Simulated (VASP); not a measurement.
Input:

```
CELL_PARAMETERS angstrom
      0.00000     2.62231     2.62231
      2.62231     0.00000     2.62231
      2.62231     2.62231     0.00000
ATOMIC_POSITIONS crystal
  Yb 0.00000 0.00000 0.00000
```

These are PBE GGA with D3 dispersion (zero damping), VASP's PBE PAW potentials (set 64) (plane waves; VASP 6.6.1) values and carry that method's errors. Settings: 520 eV cut-off, 9×9×9 Γ-centred mesh, Gaussian smearing of 0.050 eV, potentials Yb_2.

The 4f electrons are frozen in the core of the lanthanide potential, so 4f levels, which can set the real gap, and their magnetism are missing.

Q: What does the run give for the energy per atom (σ→0)?

A: 
- energy per atom (σ→0) = -1.715 eV/atom

The compound is Yb in the fcc structure. This cell is one point of a volume scan, at 0.97 of the reference volume.
